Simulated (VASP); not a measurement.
VASP ran on this input.

**POSCAR**
```
Al2Cu
1
   -2.9824060000     2.9824060000     2.3795750000
    2.9824060000    -2.9824060000     2.3795750000
    2.9824060000     2.9824060000    -2.3795750000
Al Cu
4 2
Direct
  0.8413900000   0.6586100000   0.5000000000
  0.1586100000   0.3413900000   0.5000000000
  0.6586100000   0.1586100000   0.8172200000
  0.3413900000   0.8413900000   0.1827800000
  0.2500000000   0.2500000000   0.0000000000
  0.7500000000   0.7500000000   0.0000000000
```

### INCAR
```
# general
SYSTEM  = Al2Cu
PREC    = Accurate
ENCUT   = 300
LREAL   = .False.
LASPH   = .True.

# electronic loop
EDIFF   = 1E-6
NELM    = 100
ALGO    = Normal
LMAXMIX = 4

# smearing
ISMEAR  = 1
SIGMA   = 0.272

# functional
GGA     = PS

# ions
ISIF    = 2

# output
LWAVE   = .False.
LCHARG  = .False.
```

**KPOINTS**
```
Regular mesh
0
gamma
 11 11 11
0.5 0.5 0.5
```

POTCAR, in this order: Al Cu (PBE.64 set). Program: vasp_std.

Question: Write an equivalent input for Ansatz.

Answer: One equivalent input (not run):
Ansatz 0.2 input:
```yaml
crystal:
  lattice:
    - [-2.9824060, 2.9824060, 2.3795750]
    - [2.9824060, -2.9824060, 2.3795750]
    - [2.9824060, 2.9824060, -2.3795750]
  atoms:
    - { symbol: Al, position: [0.8413900, 0.6586100, 0.5000000] }
    - { symbol: Al, position: [0.1586100, 0.3413900, 0.5000000] }
    - { symbol: Al, position: [0.6586100, 0.1586100, 0.8172200] }
    - { symbol: Al, position: [0.3413900, 0.8413900, 0.1827800] }
    - { symbol: Cu, position: [0.2500000, 0.2500000, 0.0000000] }
    - { symbol: Cu, position: [0.7500000, 0.7500000, 0.0000000] }
kpoints:
  mp_grid: { grid: [11, 11, 11], shift: [0.5, 0.5, 0.5] }
hamiltonian:
  xc: pbesol
  pseudopotentials: { kind: paw }
scf:
  occupations: { method: methfessel_paxton, width: 0.272 }
  max_iter: 100
output: { forces: true, stress: true, eigenvalues: true }
```
The two are equivalent in intent, not identical: each code has its own PAW files, so the cut-off isn't converted (ENCUT is set for VASP's; basis.ecutwfc is left out, and Ansatz then takes the one that its files recommend); Ansatz stops its SCF on the density residual and VASP on the energy change (EDIFF).

The structure comes from a computed database's Al2Cu entry; how it stands against other phases isn't given here. The cell was not relaxed at this level.
